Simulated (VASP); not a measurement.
VASP input:

### KPOINTS
```
Automatic mesh
0
Gamma
7 7 4
0 0 0
```

### POSCAR
```
Er
1.0
  1.7800000000  -3.0830500000   0.0000000000
  1.7800000000   3.0830500000   0.0000000000
  0.0000000000   0.0000000000   5.5900000000
Er
2
Cart
  1.7800000000   1.0276853887   1.3975000000
  1.7800000000  -1.0276853887   4.1925000000
```

INCAR:
```
! general
SYSTEM        = Er
PREC          = Accurate
ENCUT         = 300
LREAL         = .False.
LASPH         = .True.

! electronic loop
EDIFF         = 1E-6
NELM          = 100
ALGO          = Normal
LMAXMIX       = 6

! smearing
ISMEAR        = -1
SIGMA         = 0.1

! functional
GGA           = PE
GGA_COMPAT    = .False.

! spin
MAGMOM        = 0.0 0.0 3.0 0.0 0.0 3.0
LSORBIT       = .True.
LNONCOLLINEAR = .True.

! ions
ISIF          = 2

! output
LWAVE         = .False.
LCHARG        = .False.
LORBIT        = 11
```

POTCAR, in this order: Er (PBE.64 set). Program: vasp_ncl.

Question: Translate this PBE+SOC calculation to Ansatz.

Answer: One equivalent input (not run):
Ansatz 0.2 input:
```yaml
crystal:
  lattice:
    - [1.7800000, -3.0830500, 0.0000000]
    - [1.7800000, 3.0830500, 0.0000000]
    - [0.0000000, 0.0000000, 5.5900000]
  atoms:
    - { symbol: Er, position: [0.3333330, 0.6666670, 0.2500000], spin: 3, spin_axis: [0, 0, 1] }
    - { symbol: Er, position: [0.6666670, 0.3333330, 0.7500000], spin: 3, spin_axis: [0, 0, 1] }
kpoints:
  mp_grid: { grid: [7, 7, 4] }
hamiltonian:
  xc: pbe
  pseudopotentials: { kind: paw }
magnetization: { noncollinear: true, spin_orbit: true }
scf:
  occupations: { method: fermi_dirac, width: 0.1 }
  max_iter: 100
output: { forces: true, stress: true, eigenvalues: true }
```
The two are equivalent in intent, not identical: each code has its own PAW files, so the cut-off isn't converted (ENCUT is set for VASP's; basis.ecutwfc is left out, and Ansatz then takes the one that its files recommend); Ansatz stops its SCF on the density residual and VASP on the energy change (EDIFF).

The structure is a typed Er crystal. The cell was not relaxed at this level. The run is one of a series of settings (GGA_COMPAT = .FALSE., ISPIN removed, LNONCOLLINEAR = .TRUE., LSORBIT = .TRUE., MAGMOM = 0.0 0.0 3.0 0.0 0.0 3.0, program vasp_ncl against the base run), some of them coarse on purpose.
